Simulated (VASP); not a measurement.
All values below come from PBEsol GGA, VASP's PBE PAW potentials (set 64) (plane waves; VASP).

VASP input:

### INCAR
```
LASPH = .True.   ! aspherical one-centre terms
LWAVE = .False.
PREC = Accurate
LREAL = .False.
LCHARG = .False.
EDIFF = 1E-6
SIGMA = 0.01
NELM = 100
ENCUT = 400
ISIF = 2   ! forces and stress, cell fixed
LMAXMIX = 4
ALGO = Normal
GGA = PS   ! PBEsol
ISMEAR = -1
SYSTEM = AgNO3
```

KPOINTS:
```
K-points
0
Gamma
 1 1 1
0 0 0
```

POSCAR:
```
AgNO3
1
    2.5277110000     1.4593750000     2.8085060000
   -2.5277110000     1.4593750000     2.8085060000
    0.0000000000    -2.9187490000     2.8085060000
Ag N O
1 1 3
Direct
  0.9980400000   0.9980400000   0.9980400000
  0.5741100000   0.5741100000   0.5741100000
  0.4348750000   0.4348750000   0.8594800000
  0.8594800000   0.4348750000   0.4348750000
  0.4348750000   0.8594800000   0.4348750000
```

POTCAR, in this order: Ag N O (PBE.64 set). Program: vasp_std.

Output

**OSZICAR**
```
       N       E                     dE             d eps       ncg     rms          rms(c)
DAV:   1     0.189129851481E+03    0.18913E+03   -0.16767E+04    50   0.125E+03
DAV:   2    -0.201349381996E+02   -0.20926E+03   -0.19958E+03    47   0.300E+02
DAV:   3    -0.303948189158E+02   -0.10260E+02   -0.10189E+02    52   0.770E+01
DAV:   4    -0.304940984630E+02   -0.99280E-01   -0.99272E-01    47   0.790E+00
DAV:   5    -0.304962814440E+02   -0.21830E-02   -0.21829E-02    52   0.113E+00    0.124E+01
DAV:   6    -0.277021784920E+02    0.27941E+01   -0.11109E+01    42   0.271E+01    0.592E+00
DAV:   7    -0.275905112945E+02    0.11167E+00   -0.72051E-01    52   0.715E+00    0.364E+00
DAV:   8    -0.275590984556E+02    0.31413E-01   -0.19663E-01    52   0.353E+00    0.757E-01
DAV:   9    -0.275568546796E+02    0.22438E-02   -0.34585E-02    47   0.151E+00    0.350E-01
DAV:  10    -0.275570042158E+02   -0.14954E-03   -0.52238E-03    47   0.649E-01    0.727E-02
DAV:  11    -0.275571667606E+02   -0.16254E-03   -0.42148E-04    47   0.155E-01    0.392E-02
DAV:  12    -0.275572367891E+02   -0.70029E-04   -0.91375E-05    52   0.738E-02    0.176E-02
DAV:  13    -0.275572458626E+02   -0.90735E-05   -0.86144E-06    42   0.237E-02    0.656E-03
DAV:  14    -0.275572462857E+02   -0.42316E-06   -0.39703E-06    52   0.168E-02
   1 F= -.27557246E+02 E0= -.27557246E+02  d E =-.643434E-13
```

### OUTCAR
```
------------------------ aborting loop because EDIFF is reached ----------------------------------------
  FORCE on cell =-STRESS in cart. coord.  units (eV):
  Direction    XX          YY          ZZ          XY          YZ          ZX
  --------------------------------------------------------------------------------------
  Total        3.2903483      3.2903485     -7.3246649      0.0000000     -0.0000009      0.0000000
  in kB       84.8069864     84.8069911   -188.7893609      0.0000000     -0.0000224      0.0000000
  external PRESSURE =      -6.3917945 kB  Pullay stress =       0.0000000 kB
  volume of cell :       62.16
      direct lattice vectors                 reciprocal lattice vectors
     2.527711000  1.459375000  2.808506000     0.197807423  0.114204166  0.118687051
    -2.527711000  1.459375000  2.808506000    -0.197807423  0.114204166  0.118687051
     0.000000000 -2.918749000  2.808506000     0.000000000 -0.228408332  0.118687092
 POSITION                                       TOTAL-FORCE (eV/Angst)
 -----------------------------------------------------------------------------------
      0.00000      0.00000      8.40900         0.000000     -0.000000     -2.006172
      0.00000      0.00000      4.83717         0.000000      0.000000      0.982031
      0.00000     -1.23931      4.85655         0.000000      0.310495      0.341380
      1.07328      0.61966      4.85655        -0.268896     -0.155247      0.341380
     -1.07328      0.61966      4.85655         0.268896     -0.155247      0.341380
 -----------------------------------------------------------------------------------
    total drift:                               -0.000000      0.000003     -0.000565
  FREE ENERGIE OF THE ION-ELECTRON SYSTEM (eV)
  ---------------------------------------------------
  free  energy   TOTEN  =       -27.5572462857 eV

  energy  without entropy=      -27.5572462857  energy(sigma->0) =      -27.55724629
```
(Selected blocks of OUTCAR.)

At this cut-off the stress carries a Pulay error, which pulls relaxed volumes low.

The structure comes from a computed database's AgNO3 entry (R3m); how it stands against other phases isn't given here. The cell was not relaxed at this level. The k-mesh is coarse (spacing up to 1.62 per Å, 2π included), so the numbers may not be converged in it. The run is one of a series of settings (KPOINTS 1×1×1 Γ-centred mesh against the base run), some of them coarse on purpose.
